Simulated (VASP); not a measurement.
Calculation: PBEsol GGA with spin-orbit coupling, VASP's PBE PAW potentials (set 64) (plane waves; VASP 6.6.1).

Input for VASP

File POSCAR:
```
V
1
   -1.4758648784     1.4758648784     1.4758648784
    1.4758648784    -1.4758648784     1.4758648784
    1.4758648784     1.4758648784    -1.4758648784
V
1
Direct
  0.0000000000   0.0000000000   0.0000000000
```

### INCAR
```
ALGO = Normal
EDIFF = 1E-6
ENCUT = 400
GGA = PS
GGA_COMPAT = .FALSE.
ISMEAR = 0
LASPH = .TRUE.
LCHARG = .FALSE.
LMAXMIX = 4
LREAL = .FALSE.
LSORBIT = .TRUE.
LWAVE = .FALSE.
MAGMOM = 3*0
NELM = 100
PREC = Accurate
SIGMA = 0.05
SYSTEM = V
```

File KPOINTS_OPT:
```
k-points along high-symmetry lines
8
Line-mode
Reciprocal
  0.000000   0.000000   0.000000 ! GAMMA
  0.500000  -0.500000   0.500000 ! H

  0.500000  -0.500000   0.500000 ! H
  0.000000   0.000000   0.500000 ! N

  0.000000   0.000000   0.500000 ! N
  0.000000   0.000000   0.000000 ! GAMMA

  0.000000   0.000000   0.000000 ! GAMMA
  0.250000   0.250000   0.250000 ! P

  0.250000   0.250000   0.250000 ! P
  0.500000  -0.500000   0.500000 ! H

  0.250000   0.250000   0.250000 ! P
  0.000000   0.000000   0.500000 ! N
```

### KPOINTS
```
Regular mesh
0
G
  16 16 16
```

POTCAR, in this order: V_sv (PBE.64 set). Program: vasp_ncl.

Question: Predict the energy per atom (σ→0), band gap (over mesh and band path).

Answer: 
```
Item                                                                   Value
----------------------------------  ----------------------------------------
energy per atom (σ→0)                                         -9.639 eV/atom
band gap (over mesh and band path)  none (metal, semimetal or under 0.01 eV)
```

**OSZICAR**
```
...
DAV:   6    -0.967236038636E+01    0.14572E+01   -0.55355E+00  5832   0.359E+01    0.223E+00
DAV:   7    -0.965013611044E+01    0.22224E-01   -0.50585E-02  5876   0.281E+00    0.109E+00
DAV:   8    -0.964052253348E+01    0.96136E-02   -0.81780E-03  5852   0.168E+00    0.223E-01
DAV:   9    -0.964051343215E+01    0.91013E-05   -0.41671E-04  5912   0.295E-01    0.719E-02
DAV:  10    -0.964052038043E+01   -0.69483E-05   -0.54638E-06  6324   0.368E-02    0.254E-02
DAV:  11    -0.964051979703E+01    0.58340E-06   -0.75434E-06  5392   0.330E-02
   1 F= -.96405198E+01 E0= -.96390814E+01  d E =-.287672E-02  mag=    -0.0000    -0.0000    -0.0000
       N       E                     dE             ncg
```

The compound is V in the bcc structure. It was relaxed first, which changed the volume by -8 %.
